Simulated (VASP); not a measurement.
Computed with RPBE GGA, VASP's PBE PAW potentials (set 64) (plane waves; VASP).

A VASP calculation is set up with these files.

INCAR:
```
LASPH=.TRUE.   ! aspherical one-centre terms
NSW=60   ! most ionic steps
EDIFF=1E-6   ! SCF stop (eV)
SIGMA=0.1   ! width (eV)
ALGO=Normal
EDIFFG=-0.02   ! ionic stop
IBRION=2   ! conjugate gradients
GGA=RP   ! RPBE
ISMEAR=1
ENCUT=520   ! plane-wave cut-off (eV)
LMAXMIX=6
LCHARG=.FALSE.
LREAL=.FALSE.   ! projection in real space or not
LWAVE=.FALSE.
NELM=100
ISIF=3   ! ions, shape and volume
SYSTEM=La
PREC=Accurate
```

File POSCAR:
```
La
1
    1.9018692500    -3.2941344041    -0.0000000000
    1.9018692500     3.2941344041     0.0000000000
    0.0000000000    -0.0000000000    12.3413251106
La
4
Direct
  0.0000000000   0.0000000000   0.5000000000
  0.0000000000   0.0000000000   0.0000000000
  0.3333330000   0.6666670000   0.2500000000
  0.6666670000   0.3333330000   0.7500000000
```

File KPOINTS:
```
K-points
0
Gamma
 8 8 3
0 0 0
```

POTCAR, in this order: La (PBE.64 set). Program: vasp_std.

Output

OUTCAR:
```
 ion  position               nearest neighbor table
   1  0.000  0.000  0.500-
   2  0.000  0.000  0.000-
   3  0.333  0.667  0.250-
   4  0.667  0.333  0.750-
  LATTYP: Found a hexagonal cell.
 ALAT       =     3.8037387024
 C/A-ratio  =     3.2445249467
 Subroutine PRICEL returns:
 Original cell was already a primitive cell.
 Subroutine GETGRP returns: Found 24 space group operations
The static configuration has the point symmetry D_3d.
 The point group associated with its full space group is D_6h.
The dynamic configuration has the point symmetry D_3d.
 Subroutine INISYM returns: Found 24 space group operations
 Subroutine IBZKPT returns following result:
 Found     20 irreducible k-points:

 Following reciprocal coordinates:
            Coordinates               Weight
  0.000000  0.000000  0.000000      1.000000
  0.125000  0.000000  0.000000      6.000000
  0.250000  0.000000  0.000000      6.000000
  0.375000  0.000000  0.000000      6.000000
  0.500000  0.000000  0.000000      3.000000
...
```

**OSZICAR**
```
       N       E                     dE             d eps       ncg     rms          rms(c)
DAV:   1     0.570748985542E+03    0.57075E+03   -0.15046E+04  1048   0.228E+03
DAV:   2     0.120421574785E+03   -0.45033E+03   -0.44437E+03  1600   0.446E+02
DAV:   3    -0.174712726338E+01   -0.12217E+03   -0.12120E+03  1906   0.276E+02
DAV:   4    -0.159503630883E+02   -0.14203E+02   -0.13977E+02  1912   0.947E+01
DAV:   5    -0.178440901503E+02   -0.18937E+01   -0.18273E+01  2064   0.335E+01    0.475E+00
DAV:   6    -0.180820608663E+02   -0.23797E+00   -0.22634E+00  2006   0.107E+01    0.250E+00
DAV:   7    -0.181789351477E+02   -0.96874E-01   -0.55855E-01  1984   0.589E+00    0.863E-01
DAV:   8    -0.181955982846E+02   -0.16663E-01   -0.66289E-02  2056   0.190E+00    0.585E-01
DAV:   9    -0.181967882552E+02   -0.11900E-02   -0.72279E-03  1896   0.631E-01    0.444E-01
DAV:  10    -0.181940331685E+02    0.27551E-02   -0.16122E-02  1632   0.126E+00    0.109E-01
DAV:  11    -0.181939503319E+02    0.82837E-04   -0.20345E-03  1928   0.437E-01    0.827E-02
DAV:  12    -0.181938603581E+02    0.89974E-04   -0.26957E-04  1856   0.136E-01    0.508E-02
DAV:  13    -0.181938261617E+02    0.34196E-04   -0.25806E-04  1816   0.133E-01    0.142E-02
DAV:  14    -0.181938255726E+02    0.58907E-06   -0.30477E-05  1696   0.558E-02    0.432E-03
DAV:  15    -0.181938261126E+02   -0.53993E-06   -0.37923E-06  1120   0.189E-02
   1 F= -.18193826E+02 E0= -.18194016E+02  d E =-.181938E+02
       N       E                     dE             d eps       ncg     rms          rms(c)
DAV:   1    -0.182219385504E+02   -0.28113E-01   -0.85486E-01  1692   0.870E+00    0.777E-01
DAV:   2    -0.182004541731E+02    0.21484E-01   -0.79144E-02  1758   0.315E+00    0.343E-01
DAV:   3    -0.181956013454E+02    0.48528E-02   -0.33483E-02  1696   0.143E+00    0.746E-02
DAV:   4    -0.181955709116E+02    0.30434E-04   -0.25941E-03  1854   0.498E-01    0.384E-02
DAV:   5    -0.181955686347E+02    0.22769E-05   -0.21012E-04  1928   0.116E-01    0.265E-02
DAV:   6    -0.181955504454E+02    0.18189E-04   -0.72690E-05  1876   0.872E-02    0.712E-03
DAV:   7    -0.181955455132E+02    0.49322E-05   -0.98780E-06  1280   0.304E-02    0.150E-03
DAV:   8    -0.181955451554E+02    0.35778E-06   -0.10262E-06   886   0.213E-02
   2 F= -.18195545E+02 E0= -.18195770E+02  d E =-.171904E-02
```

OUTCAR:
```
------------------------ aborting loop because EDIFF is reached ----------------------------------------
  FORCE on cell =-STRESS in cart. coord.  units (eV):
  Direction    XX          YY          ZZ          XY          YZ          ZX
  --------------------------------------------------------------------------------------
  Total        0.0655656      0.0655656     -0.0148917      0.0000000     -0.0000000     -0.0000000
  in kB        0.6727791      0.6727792     -0.1528060      0.0000000     -0.0000000     -0.0000000
  external PRESSURE =       0.3975841 kB  Pullay stress =       0.0000000 kB
  volume of cell :      156.14
      direct lattice vectors                 reciprocal lattice vectors
     1.909394832 -3.307169097 -0.000000000     0.261863074 -0.151186705 -0.000000000
     1.909394832  3.307169097 -0.000000000     0.261863074  0.151186705  0.000000000
     0.000000000 -0.000000000 12.363228615     0.000000000  0.000000000  0.080885021
 POSITION                                       TOTAL-FORCE (eV/Angst)
 -----------------------------------------------------------------------------------
      0.00000     -0.00000      6.18161         0.000000     -0.000000     -0.000000
      0.00000     -0.00000     12.36323         0.000000     -0.000000     -0.000000
      1.90939      1.10239      3.09081        -0.000000      0.000000      0.000000
      1.90939     -1.10239      9.27242         0.000000     -0.000000      0.000000
 -----------------------------------------------------------------------------------
    total drift:                                0.000000      0.000000      0.000000
  FREE ENERGIE OF THE ION-ELECTRON SYSTEM (eV)
  ---------------------------------------------------
  free  energy   TOTEN  =       -18.1955451554 eV

  energy  without entropy=      -18.1962190369  energy(sigma->0) =      -18.19576978

 reached required accuracy - stopping structural energy minimisation
```
(Selected blocks of OUTCAR.)

CONTCAR:
```
La
   1.00000000000000
     1.9093948319579543   -3.3071690971824697   -0.0000000000000000
     1.9093948319579543    3.3071690971824697   -0.0000000000000000
     0.0000000000000000   -0.0000000000000000   12.3632286147953341
  La
     4
Direct
     0.0000000000000000    0.0000000000000000    0.5000000000000000
     0.0000000000000000    0.0000000000000000    1.0000000000000000
     0.3333330000000032    0.6666669999999968    0.2500000000000000
     0.6666669999999968    0.3333330000000032    0.7500000000000000
```

The compound is La in the dhcp structure. This run relaxes it. Symmetry was kept, so distortions that lower it aren't found. The start is the result of an earlier pass.
